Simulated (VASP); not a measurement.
Data:

```
Ho
1.0
    3.55102     0.00000     0.00000
   -1.77551     3.07527     0.00000
    0.00000     0.00000    11.42543
Ho
4
Cartesian
  0.00000   0.00000   0.00000
  0.00000   0.00000   5.71272
  0.00000   2.05018   2.85636
  1.77551   1.02509   8.56907
```
Starting moments (μB, in the order of the record's atoms Ho Ho Ho Ho): 4.0 4.0 4.0 4.0.

Calculation: PBE GGA, VASP's PBE PAW potentials (set 64) (plane waves; VASP). Run with 300 eV cut-off, 11×11×3 Γ-centred mesh shifted by (0.5, 0.5, 0.5), Fermi-Dirac smearing of 0.10 eV, potentials Ho.

At this cut-off the stress carries a Pulay error, which pulls relaxed volumes low.

Question: Give the stress tensor in GPa (positive for a compressed cell).

Answer: 
```
1.52  0.00  0.00
0.00  1.52  0.00
0.00  0.00  2.01
```
The pressure is its mean diagonal, 1.68 GPa.

The structure was generated: Ho was put into an ordered model structure, which need not be its known phase. The cell was not relaxed at this level.
